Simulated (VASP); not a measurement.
OSZICAR of a VASP run on MoTe$_{2}$ (2H layered):

### OSZICAR
```
       N       E                     dE             d eps       ncg     rms          rms(c)
DAV:   1     0.167090025040E+04    0.16709E+04   -0.25863E+00   441   0.104E+01    0.344E+00
DAV:   2     0.167098158851E+04    0.81338E-01   -0.28640E+00   441   0.805E+00    0.299E+00
DAV:   3     0.167112905383E+04    0.14747E+00   -0.96392E-01   455   0.385E+00    0.266E+00
DAV:   4     0.167102095574E+04   -0.10810E+00   -0.20433E-01   540   0.161E+00    0.356E+00
DAV:   5     0.167112882839E+04    0.10787E+00   -0.34325E-02   534   0.601E-01    0.323E+00
DAV:   6     0.167148939536E+04    0.36057E+00   -0.61382E-01   488   0.285E+00    0.104E+00
DAV:   7     0.167153069156E+04    0.41296E-01   -0.20880E-02   522   0.537E-01    0.785E-01
DAV:   8     0.167158143141E+04    0.50740E-01   -0.20465E-03   524   0.217E-01    0.579E-01
DAV:   9     0.167162002403E+04    0.38593E-01   -0.80467E-03   555   0.308E-01    0.355E-01
DAV:  10     0.167166519914E+04    0.45175E-01   -0.20132E-03   455   0.259E-01    0.280E-01
DAV:  11     0.167167864627E+04    0.13447E-01   -0.50225E-04   553   0.901E-02    0.147E-01
DAV:  12     0.167167631189E+04   -0.23344E-02   -0.17722E-04   441   0.806E-02    0.128E-01
DAV:  13     0.167167874666E+04    0.24348E-02   -0.26083E-05   463   0.203E-02    0.735E-02
DAV:  14     0.167168019264E+04    0.14460E-02   -0.32707E-05   428   0.281E-02    0.185E-02
DAV:  15     0.167167914655E+04   -0.10461E-02   -0.49416E-06   420   0.120E-02    0.181E-02
DAV:  16     0.167167801464E+04   -0.11319E-02   -0.17142E-06   299   0.641E-03    0.134E-02
DAV:  17     0.167167773357E+04   -0.28107E-03   -0.89336E-07   246   0.503E-03    0.470E-03
DAV:  18     0.167167750227E+04   -0.23130E-03   -0.57505E-07   231   0.389E-03    0.147E-03
DAV:  19     0.167167734763E+04   -0.15464E-03   -0.18243E-07   217   0.256E-03    0.825E-04
DAV:  20     0.167167733796E+04   -0.96748E-05   -0.57374E-08   217   0.106E-03    0.102E-03
DAV:  21     0.167167733422E+04   -0.37327E-05   -0.32937E-08   217   0.828E-04    0.478E-04
DAV:  22     0.167167734438E+04    0.10155E-04   -0.21042E-08   217   0.607E-04    0.480E-04
DAV:  23     0.167167730087E+04   -0.43508E-04   -0.14045E-08   217   0.655E-04    0.963E-05
DAV:  24     0.167167730480E+04    0.39347E-05   -0.42312E-09   217   0.311E-04    0.128E-04
DAV:  25     0.167167729884E+04   -0.59594E-05   -0.17274E-09   217   0.148E-04    0.118E-04
DAV:  26     0.167167729525E+04   -0.35913E-05   -0.90170E-10   217   0.108E-04    0.816E-05
DAV:  27     0.167167729336E+04   -0.18910E-05   -0.60549E-10   217   0.114E-04    0.435E-05
DAV:  28     0.167167728997E+04   -0.33936E-05   -0.35178E-10   217   0.902E-05    0.406E-05
DAV:  29     0.167167728754E+04   -0.24254E-05   -0.10005E-10   217   0.441E-05    0.286E-05
DAV:  30     0.167167728643E+04   -0.11116E-05   -0.66784E-11   217   0.315E-05    0.268E-05
DAV:  31     0.167167728420E+04   -0.22341E-05   -0.46281E-11   217   0.231E-05    0.185E-05
DAV:  32     0.167167728393E+04   -0.26764E-06   -0.30941E-11   217   0.202E-05
   1 F= 0.16716773E+04 E0= 0.16716773E+04  d E =-.464249E-16
       N       E                     dE             ncg
       N       E                     dE             ncg
       N       E                     dE             ncg
       N       E                     dE             ncg
       N       E                     dE             ncg
       N       E                     dE             ncg
       N       E                     dE             ncg
       N       E                     dE             ncg
       N       E                     dE             ncg
```

**Question.** Which electronic solver shows in the log?

**Answer.** It is blocked Davidson (ALGO = Normal, or the opening steps of other solvers). The INCAR had ALGO = Normal.

**Question.** Can the final energy be trusted as converged?

**Answer.** Self-consistency was reached. It stopped with EDIFF = 1E-6, NELM = 200 (modified Becke-Johnson potential (mBJ), plane waves, VASP's PBE PAW potentials (set 64)). mBJ is a potential without an energy functional, so only the levels count. Without a dispersion term in the relaxation, distances and binding between the weakly bound layers, chains or molecules are unreliable, and so is what depends on them.

The compound is MoTe2 in the 2H layered structure. It was relaxed first, which changed the volume by +10 %. The cell's shape comes from a PBE relaxation.
